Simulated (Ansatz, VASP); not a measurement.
# IrCl2: VASP beside Ansatz

Wanted: the spread between two codes on one cell, functional and k mesh. The cell is invented: other elements were put on sites of a known structure type. It may not be a known or stable phase. The cell is taken from a series of VASP runs on this material, whose earlier steps may have relaxed, scaled or displaced it; both programs get it as it stands. Valence electrons are named where the data sets of a main pair hold unlike numbers.

Main program and level: Ansatz 0.2.0; plane waves, with VASP 6.6.1 beside it; band structure at BLYP with D3(BJ), single point at BLYP with D3(BJ) and band structure at r2SCAN.

### Step 1. Set-up

The structure is trigonal, space group P-3m1 (No. 164). The conventional cell has a = 3.799 Å, b = 3.799 Å, c = 4.716 Å, α = 90.00°, β = 90.00°, γ = 120.00°. Nearest to Ir lie 6 Cl at 2.48 Å. Cl has 3 Ir at 2.48 Å nearest. Farther neighbours and most contacts between anions are not listed.

### Step 2. Ansatz: band structure, BLYP with D3(BJ)

Ansatz runs on its default PAW (the set named soft_2) files.

With cell and atoms fixed, the geometry can't cause a difference; cores, projectors, grids and the points listed under the comparison can.

Contents of input.yaml:

```yaml
crystal:
  lattice:
    - [3.7985679874, 0.0, 0.0]
    - [-1.8992839937, 3.2896563667, 0.0]
    - [0.0, 0.0, 4.716092239]
  atoms:
    - { symbol: Ir, position: [0.0, 0.0, 0.0] }
    - { symbol: Cl, position: [0.33333333, 0.66666667, 0.2477115037] }
    - { symbol: Cl, position: [0.66666667, 0.33333333, 0.7522884963] }
hamiltonian:
  xc: blyp
  pseudopotentials: { kind: paw }
  dispersion: d3bj
kpoints:
  mp_grid: { grid: [7, 7, 5] }
  band_path:
    path:
      - [0.0, 0.0, 0.0]
      - [0.13333, 0.0, 0.0]
      - [0.3, 0.0, 0.0]
      - [0.46667, 0.0, 0.0]
      - [0.46667, 0.06667, 0.0]
      - [0.41111, 0.17778, 0.0]
      - [0.35556, 0.28889, 0.0]
      - [0.28889, 0.28889, 0.0]
      - [0.17778, 0.17778, 0.0]
      - [0.06667, 0.06667, 0.0]
      - [0.0, 0.0, 0.03333]
      - [0.0, 0.0, 0.2]
      - [0.0, 0.0, 0.36667]
      - [0.0, 0.0, 0.5]
      - [0.16667, 0.0, 0.5]
      - [0.3, 0.0, 0.5]
      - [0.46667, 0.0, 0.5]
      - [0.46667, 0.06667, 0.5]
      - [0.41111, 0.17778, 0.5]
      - [0.35556, 0.28889, 0.5]
      - [0.28889, 0.28889, 0.5]
      - [0.17778, 0.17778, 0.5]
      - [0.06667, 0.06667, 0.5]
      - [0.5, 0.0, 0.46667]
      - [0.5, 0.0, 0.3]
      - [0.5, 0.0, 0.13333]
      - [0.33333, 0.33333, 0.0]
      - [0.33333, 0.33333, 0.16667]
      - [0.33333, 0.33333, 0.33333]
      - [0.33333, 0.33333, 0.5]
    npoints: 1
scf:
  occupations: { method: gaussian, width: 0.05 }
  n_extra_bands: 7
output:
  forces: true
  stress: true
  eigenvalues: true
```

Run with:

```sh
$ ansatz run input.yaml --threads 2 --pin off --max-ram 4608MiB --backend cpu --events-out ev --progress --plain --runs-dir out
```

Numbers of over 12 decimals in the logs are rounded to 6 here.

Log:

```text
scf.n_extra_bands = 7 over 16 filled bands (N_el = 31.0): the run solves 23 bands
Engine: ansatz 0.2.0, aarch64-unknown-linux-gnu
Pseudopotentials: kind: paw
Pseudopotential: Ir, paw, valence charge 17, recommended cutoff 420 eV (normal), Ir.paw.azcp
Pseudopotential: Cl, paw, valence charge 7, recommended cutoff 420 eV (normal), Cl.paw.azcp
Functional definition: BLYP
  parameter beta = 0.0042
  parameter a = 0.04918
  parameter b = 0.132
  parameter c = 0.2533
  parameter d = 0.349
  exchange = b88_x(beta = beta)
  correlation = lyp_c(a = a, b = b, c = c, d = d)
Crystal: 3 atoms, lattice volume = 58.932 Å³
Basis set: ecut = 420 eV, 1143 PW (Γ), exchange–correlation on 54×54×64 points (8 copies of the dense FFT grid, shifted against one another)
Bands: 23, of which v1, the nominal top of the filled ones, is band 16 counted from 1 (15 counted from 0)
Symmetry: 12 space group operations
Space group: P-3m1 (ITA 164), of the structure as read, at distance tolerance 3.9e-5 Å
k-points: 32 of 245
Non-local potential: Ir, projectors of the file, l = 0: 3, l = 1: 2, l = 2: 2, l = 3: 1
Non-local potential: Cl, projectors of the file, l = 0: 2, l = 1: 2, l = 2: 2
PAW form: soft (Blöchl's): semilocal exchange-correlation on the pseudo side does not see the compensation charge
PAW frozen core: Ir, regenerated for the run's functional, and the local potential with it (the file was generated under x = pbe(κ = 0.804, μ = 0.219515), c = pbe(β = 0.066725))
PAW frozen core: Cl, regenerated for the run's functional, and the local potential with it (the file was generated under x = pbe(κ = 0.804, μ = 0.219515), c = pbe(β = 0.066725))
PAW one-centre angular grid: Ir, 590 points (default); XC on 64 Gauss nodes
PAW one-centre angular grid: Cl, 110 points (default); XC on 64 Gauss nodes
Initial density: superposition of atomic densities (neutral atoms: chi_scale 0, normalization atom), corrected by the library's trained network
Initial wavefunctions: pseudopotential atomic-orbital guess
Functional: x = b88, c = lyp
SCF iter   1: F=—  HF=-14131.533575 eV  |F-HF|=—  |Δ(HF+E_count)|=         —  Δρ=9.93e-3  dr2=5.91e-2  ethr=1.77e-3  ⟨swp⟩=5.9  Hψ=3522  notcnv=0
preconditioner: auto → LDOS  [insulator: Δε(μ)=0.058 eV  Ē_g=12.430 eV  σ=0.050 eV  W_gap=0.55  n_scr=20 (ndim 8)  ℏωp=23.2 eV  f_vac=0.017  D(μ)=4.02/eV (n_scr^D=40)  ε∞_Penn≈4.5  β→1.0]
SCF iter   2: F=—  HF=-14131.517997 eV  |F-HF|=—  |Δ(HF+E_count)|=   1.56e-2  Δρ=4.84e-3  dr2=1.44e-2  ethr=1.91e-4  ⟨swp⟩=2.0  Hψ=1539  notcnv=0  defer=60
SCF iter   3: F=—  HF=-14131.515300 eV  |F-HF|=—  |Δ(HF+E_count)|=   2.70e-3  Δρ=2.32e-3  dr2=5.45e-3  ethr=4.66e-5  ⟨swp⟩=2.0  Hψ=1166  notcnv=0  defer=60
SCF iter   4: F=—  HF=-14131.514563 eV  |F-HF|=—  |Δ(HF+E_count)|=   7.37e-4  Δρ=1.57e-3  dr2=1.79e-3  ethr=1.76e-5  ⟨swp⟩=2.3  Hψ=888  notcnv=0  defer=60
SCF iter   5: F=—  HF=-14131.514219 eV  |F-HF|=—  |Δ(HF+E_count)|=   3.44e-4  Δρ=5.96e-4  dr2=3.58e-4  ethr=5.77e-6  ⟨swp⟩=2.2  Hψ=1034  notcnv=0  defer=60
SCF iter   6: F=—  HF=-14131.514150 eV  |F-HF|=—  |Δ(HF+E_count)|=   6.82e-5  Δρ=1.00e-4  dr2=7.46e-6  ethr=1.15e-6  ⟨swp⟩=2.1  Hψ=792  notcnv=0  defer=60
SCF iter   7: F=—  HF=-14131.514172 eV  |F-HF|=—  |Δ(HF+E_count)|=   2.16e-5  Δρ=1.12e-5  dr2=5.27e-8  ethr=3.23e-10  ⟨swp⟩=8.2  Hψ=3871  notcnv=0
SCF iter   8: F=-14131.514172 eV  HF=-14131.514172 eV  |F-HF|=1.14e-9  |Δ(HF+E_count)|=   3.47e-8  Δρ=2.48e-6  dr2=2.91e-9  ethr=1.70e-10  ⟨swp⟩=2.3  Hψ=2347  notcnv=0
SCF 1 converged in 8 iterations: F = -14131.514172 eV  dr2 = 2.91e-9
  greatest PAW one-centre occupation: 1.000 electrons in one spin orbital (limit 2), on the Ir atom at site 0 (counted from 0), in its partial waves of l = 0
NSCF: frozen V_eff on 30 k-points
SCF converged after 8 iterations
Free energy (F): -14131.514172 eV
Harris-Foulkes:  -14131.514172 eV  (|F-HF|=1.14e-9)
Internal energy: -14131.509227 eV  (E = F + TS)
E sigma→0 (E₀):  -14131.511700 eV
Entropy (-TS):   -0.004945 eV (-1.648 meV/atom)
Fermi energy:    11.000351 eV
--- Per-component energies (eV) ---
  E_band       = -293.235214
  E_kinetic    = 949.736307
  E_local      = -2595.226583  (includes V_loc(G=0)·N_el)
  E_nonlocal   = 132.618498
  E_hartree    = 989.244409
  E_xc         = -474.594694
  E_vxc        = -532.660045  (∫ρ·V_xc dr)
  E_paw        = -10584.727791  (= ΣΔE_a)
  E_vpaw       = -226.192983  (= ΣTr[D̂ρ^β])
  E_aug_tail   = 0.000235  (compensation charges beyond the density's cutoff)
  E_ewald      = -2546.659011
  E_disp       = -2.087775  (pairwise vdW)
  E_core_change = 0.187178  (= ΣΔE_core)
  E_smearing   = -0.004945  (= −TS)
  E_closure    = -0.000000  (closes the sum)
  Σ components = -14131.514172   (vs F -14131.514172, Δ=0.00e0)
--- Forces (eV/Å), atoms counted from 1 ---
  atom   1  Ir    -0.00000000     0.00000000     0.00000000
  atom   2  Cl     0.00000000     0.00000000    -0.05932669
  atom   3  Cl     0.00000000    -0.00000000     0.05932669
  max |Σ_I F_I| component: 3.70e-17 eV/Å
--- Stress (GPa, compression-positive) ---
       -0.497330      -0.000000       0.000000
        0.000000      -0.497330       0.000000
       -0.000000       0.000000      -0.272857
  P = ⅓ Tr σ = -0.4225 GPa (-4.225 kbar)
--- Band table (eV; the first three rows and the last of 32) ---
  k-point 0: bands = [... 12 lower, 8.4579, 8.4579, 9.4226, 11.3251, 11.3251, 12.9670, 14.4827, 17.9495, ... 3 higher]
  k-point 1: bands = [... 12 lower, 8.4314, 8.4314, 9.4261, 11.5052, 11.5052, 13.5337, 14.7962, 17.8332, ... 3 higher]
  k-point 2: bands = [... 12 lower, 8.3828, 8.3828, 9.4360, 11.8127, 11.8127, 14.5546, 15.2352, 17.5886, ... 3 higher]
  k-point 31: bands = [... 12 lower, 8.9266, 9.1611, 9.3191, 11.2004, 11.3836, 15.1331, 16.7781, 18.0184, ... 3 higher]
```

Run time: 2.3 s. Hardware: 2 threads of Arm Neoverse V1, shared host; peak memory 0.33 GiB.

Reading the cycles: dr2 is the Hartree energy of the density residual (eV), the measure of convergence; HF is the Harris–Foulkes estimate of the energy, which meets the free energy F at convergence.

### Step 3. VASP: band structure, BLYP with D3(BJ)

The same cell, functional (in two slightly different forms), mesh and smearing now go to VASP, with its own data sets.

Lines of VASP's logs that name or quote its potential files are left out, and so is its time.

Contents of INCAR:

```
SYSTEM = IrCl2
PREC = Accurate
ENCUT = 400
EDIFF = 1E-06
NELM = 100
ISMEAR = 0
SIGMA = 0.05
LREAL = .FALSE.
ALGO = Normal
GGA = B5
ALDAX = 1
AGGAX = 1
AGGAC = 1
ALDAC = 0
IVDW = 12
VDW_S6 = 1
VDW_S8 = 2.6996
VDW_A1 = 0.4298
VDW_A2 = 4.2359
NBANDS = 24
LORBIT = 11
LWAVE = .FALSE.
LCHARG = .FALSE.
```

Contents of POSCAR:

```
IrCl2
1.0
    3.7985679874      0.0000000000      0.0000000000
   -1.8992839937      3.2896563667      0.0000000000
    0.0000000000      0.0000000000      4.7160922390
Ir Cl
1 2
Direct
    0.0000000000      0.0000000000      0.0000000000
    0.3333333300      0.6666666700      0.2477115037
    0.6666666700      0.3333333300      0.7522884963
```

Contents of KPOINTS:

```
Automatic mesh
0
Gamma
7 7 5
0 0 0
```

Contents of KPOINTS_OPT:

```
Line mode
16
Line-mode
Reciprocal
  0.00000000   0.00000000   0.00000000 GAMMA
  0.50000000   0.00000000   0.00000000 M

  0.50000000   0.00000000   0.00000000 M
  0.33333333   0.33333333   0.00000000 K

  0.33333333   0.33333333   0.00000000 K
  0.00000000   0.00000000   0.00000000 GAMMA

  0.00000000   0.00000000   0.00000000 GAMMA
  0.00000000   0.00000000   0.50000000 A

  0.00000000   0.00000000   0.50000000 A
  0.50000000   0.00000000   0.50000000 L

  0.50000000   0.00000000   0.50000000 L
  0.33333333   0.33333333   0.50000000 H

  0.33333333   0.33333333   0.50000000 H
  0.00000000   0.00000000   0.50000000 A

  0.50000000   0.00000000   0.50000000 L
  0.50000000   0.00000000   0.00000000 M

  0.33333333   0.33333333   0.00000000 K
  0.33333333   0.33333333   0.50000000 H
```

Potentials, in the order of the species: Ir and Cl (PBE family, release 64).

Run with:

```sh
$ mpirun -np 1 vasp_std
```

Log:

```text
[banner, memory and clock lines left out]
running    1 mpi-ranks, on    1 nodes
 distrk:  each k-point on    1 cores,    1 groups
 distr:  one band on    1 cores,    1 groups

 POSCAR found type information on POSCAR IrCl
 POSCAR found :  2 types and       3 ions
|                                                                             |
|               ----> ADVICE to this user running VASP <----                  |
|                                                                             |
|     You enforced a specific xc type in the INCAR file but a different       |
|     [... a line on the potential file left out ...]
|     I HOPE YOU KNOW WHAT YOU ARE DOING!                                     |
|                                                                             |

 LDA part: xc-table for (Slater(with rela. corr.)+VWN5), standard interpolation
 POSCAR, INCAR and KPOINTS ok, starting setup
 FFT: planning ... GRIDC
 FFT: planning ... GRID_SOFT
 FFT: planning ... GRID
 WAVECAR not read
 entering main loop
       N       E                     dE             d eps       ncg     rms          rms(c)
DAV:   1     0.145335090619E+03    0.14534E+03   -0.84945E+03  1544   0.682E+02
DAV:   2    -0.130641765621E+01   -0.14664E+03   -0.13504E+03  1784   0.192E+02
DAV:   3    -0.103941233232E+02   -0.90877E+01   -0.89963E+01  1952   0.545E+01
DAV:   4    -0.105277618228E+02   -0.13364E+00   -0.13356E+00  1864   0.731E+00
DAV:   5    -0.105309759855E+02   -0.32142E-02   -0.32138E-02  2040   0.113E+00    0.156E+01
DAV:   6    -0.102368867514E+02    0.29409E+00   -0.71643E-01  2240   0.886E+00    0.951E+00
DAV:   7    -0.102351786580E+02    0.17081E-02   -0.15084E-01  2304   0.433E+00    0.419E+00
DAV:   8    -0.102298662787E+02    0.53124E-02   -0.29358E-02  2208   0.178E+00    0.312E-01
DAV:   9    -0.102301506629E+02   -0.28438E-03   -0.35810E-03  1984   0.345E-01    0.139E-01
DAV:  10    -0.102301641036E+02   -0.13441E-04   -0.30008E-04  2136   0.106E-01    0.760E-02
DAV:  11    -0.102301528160E+02    0.11288E-04   -0.26170E-05  1888   0.367E-02    0.335E-02
DAV:  12    -0.102301551974E+02   -0.23815E-05   -0.76749E-06  1968   0.165E-02    0.754E-03
DAV:  13    -0.102301551005E+02    0.96891E-07   -0.36445E-07  1360   0.495E-03
   1 F= -.12317726E+02 E0= -.12315203E+02  d E =-.504514E-02
 Start KPOINTS_OPT (optional k-point list driver)
k-point batch [1-32\144]
       N       E                     dE             ncg
DAV:   1     0.441432103920E+04   -0.11621E+05     1544
DAV:   2    -0.163542011869E+03   -0.45779E+04     1808
DAV:   3    -0.438413415886E+03   -0.27487E+03     2000
DAV:   4    -0.442077929091E+03   -0.36645E+01     1848
DAV:   5    -0.442164904413E+03   -0.86975E-01     2048
DAV:   6    -0.442167619998E+03   -0.27156E-02     1928
DAV:   7    -0.442167702920E+03   -0.82922E-04     2080
DAV:   8    -0.442167705481E+03   -0.25617E-05     1408
DAV:   9    -0.442167705789E+03   -0.30773E-06     1480
[...]
k-point batch [129-144\144]
       N       E                     dE             ncg
DAV:   1     0.139550761267E+05   -0.95625E+04      784
DAV:   2     0.116526810999E+05   -0.23024E+04      912
DAV:   3     0.115124066941E+05   -0.14027E+03      952
DAV:   4     0.115104536390E+05   -0.19531E+01      944
DAV:   5     0.115104034938E+05   -0.50145E-01     1008
DAV:   6     0.115104019001E+05   -0.15937E-02     1000
DAV:   7     0.115104018540E+05   -0.46145E-04     1024
DAV:   8     0.115104018525E+05   -0.15227E-05      744
DAV:   9     0.115104018523E+05   -0.15256E-06      720
```

OUTCAR, selected parts (step 3):

```text
ion  position               nearest neighbor table
   1  0.000  0.000  0.000-   2 2.48   3 2.48   2 2.48   3 2.48   3 2.48   2 2.48
   2  0.333  0.667  0.248-   1 2.48   1 2.48   1 2.48
   3  0.667  0.333  0.752-   1 2.48   1 2.48   1 2.48

  LATTYP: Found a hexagonal cell.
 ALAT       =     3.7985679874
 C/A-ratio  =     1.2415447755

 Subroutine GETGRP returns: Found 12 space group operations
 (whereof 12 operations were pure point group operations)

The static configuration has the point symmetry D_3d.

 Found     32 irreducible k-points:

   k-points           NKPTS =     32   k-points in BZ     NKDIM =     32   number of bands    NBANDS=     24

   dimension x,y,z NGX =    28 NGY =   28 NGZ =   32
   dimension x,y,z NGXF=    56 NGYF=   56 NGZF=   64

   ENCUT  =  400.0 eV  29.40 Ry    5.42 a.u.   6.19  6.19  7.69*2*pi/ulx,y,z

   NELECT =      23.0000    total number of electrons

 k-points in reciprocal lattice and weights: Automatic mesh
   0.00000000  0.00000000  0.00000000       0.004
   0.14285714 -0.00000000  0.00000000       0.024
   0.28571429 -0.00000000  0.00000000       0.024
   0.42857143 -0.00000000  0.00000000       0.024
   0.14285714  0.14285714  0.00000000       0.024
   0.28571429  0.14285714  0.00000000       0.049
   0.42857143  0.14285714  0.00000000       0.024
   0.28571429  0.28571429  0.00000000       0.024
   0.00000000  0.00000000  0.20000000       0.008
[...]
0.42857143  0.14285714  0.40000000       0.049
   0.28571429  0.28571429  0.40000000       0.049

 average (electrostatic) potential at core
       1 -52.6551       2 -91.3115       3 -91.3115

 E-fermi :   6.3005

 k-point     1 :       0.0000    0.0000    0.0000
  band No.  band energies     occupation
    ...
      7       1.8874      2.00000
      8       2.9990      2.00000
      9       3.7303      2.00000
     10       3.7303      2.00000
     11       4.7063      2.00000
     12       6.6200      0.00000
     13       6.6200      0.00000
     14       8.2823      0.00000
     15       9.8157      0.00000
     16      13.3754      0.00000
    ...

 k-point     2 :       0.1429   -0.0000    0.0000
  band No.  band energies     occupation
    ...
      7       1.5424      2.00000
      8       2.6876      2.00000
      9       3.8901      2.00000
     10       4.0134      2.00000
     11       4.8092      2.00000
     12       6.5183      0.00000
     13       6.5809      0.00000
     14       8.9356      0.00000
     15      10.6232      0.00000
     16      12.7466      0.00000
    ...

 k-point     3 :       0.2857   -0.0000    0.0000
  band No.  band energies     occupation
    ...
      7       0.9605      2.00000
      8       1.9681      2.00000
      9       3.8927      2.00000
     10       4.2716      2.00000
     11       4.7149      2.00000
     12       6.4185      0.00084
     13       6.7092      0.00000
     14      10.0286      0.00000
     15      11.5639      0.00000
     16      12.9917      0.00000
    ...

 Edisp (eV)   -2.08757

  Total      -0.01132    -0.01132    -0.02250     0.00000     0.00000     0.00000
  in kB      -0.30785    -0.30785    -0.61179     0.00000     0.00000     0.00000
  external pressure =       -0.41 kB  Pullay stress =        0.00 kB

  energy-cutoff  :      400.00
  volume of cell :       58.93
      direct lattice vectors                 reciprocal lattice vectors
     3.798567987  0.000000000  0.000000000     0.263257102  0.151991559  0.000000000
    -1.899283994  3.289656367  0.000000000     0.000000000  0.303983118  0.000000000
     0.000000000  0.000000000  4.716092239     0.000000000  0.000000000  0.212039958

 POSITION                                       TOTAL-FORCE (eV/Angst)
 -----------------------------------------------------------------------------------
      0.00000      0.00000      0.00000        -0.000000      0.000000      0.000000
     -0.00000      2.19310      1.16823         0.000000     -0.000000      0.005093
      1.89928      1.09655      3.54786        -0.000000      0.000000     -0.005093
 -----------------------------------------------------------------------------------
    total drift:                                0.000000      0.000000     -0.000000

  FREE ENERGIE OF THE ION-ELECTRON SYSTEM (eV)
  ---------------------------------------------------
  free  energy   TOTEN  =       -12.3177255373 eV

  energy  without entropy=      -12.3126803983  energy(sigma->0) =      -12.31520297

 total charge
# of ion       s       p       d       tot
------------------------------------------
    1        0.460   0.389   7.140   7.989
    2        1.633   3.426   0.000   5.059
    3        1.633   3.426   0.000   5.059
--------------------------------------------------
tot          3.726   7.241   7.140  18.108

[... 3 further parts left out ...]
```

This run has no spin polarisation, so a moment on Ir, if there is one, isn't seen. Its electron count is odd, so without a moment it is a metal by construction. Spin-orbit coupling is off here; with elements this heavy it splits and shifts levels by tenths of an eV or more. The PAW data sets were made with PBE, which is usual practice but a small mismatch for other functionals.

### Step 4. Comparison

Known differences besides the potentials themselves: the data sets hold 31 valence electrons in Ansatz (on its default PAW (the set named soft_2) files) and 23 in VASP; the cutoff is 420 eV in Ansatz and 400 eV in VASP; Ansatz makes its cores anew for this functional, VASP keeps those of its PBE data sets; VASP leaves aspherical gradient terms in its spheres out (LASPH is not set), Ansatz keeps them; VASP's log shows a relativistic correction to its local exchange, Ansatz's none. Total energies have different zeros and are not compared.

Compared:

| quantity | Ansatz | VASP | difference |
| --- | --- | --- | --- |
| pressure (GPa) | -0.42 | -0.04 | -0.38 |

At this near-relaxed geometry the largest component of a force difference is 64 meV/Å. Levels from 3 eV below to 2 eV above the Fermi level differ by 21 meV r.m.s. and 36 meV at most; each VASP level is matched to the nearest of Ansatz, which flatters the figure a little.

### Step 5. What the set-up changes

Further runs change the set-up of one program: Ansatz's method, potentials or start, or VASP's data sets, cutoff or form of LDA. The table gives Ansatz less VASP for each quantity, since a change that brings one quantity closer may part another.

| run | r.m.s. force difference (meV/Å) | pressure (GPa) |
| --- | --- | --- |
| as above | 30 | -0.38 |
| cores kept as stored | 30 | -0.38 |
| Ansatz's larger PAW set (cutoff 900 eV) | 29 | -0.37 |
| norm-conserving potentials (cutoff 925 eV) | 21 | -0.21 |

(Continued in part 2 of 2.)

[Lines on the potential files, build, host, timing and source positions are cut from VASP's logs without a mark.]

[Logs are printed without paths, hosts, clocks, repeated set-up lines and the standing remarks that a program may print on its own settings, such as how far it seeks lower states.]

[Hosts, paths, dates, database ids (printed as entryN), source tags and the programs' standing remarks are cut or masked in the printed files.]
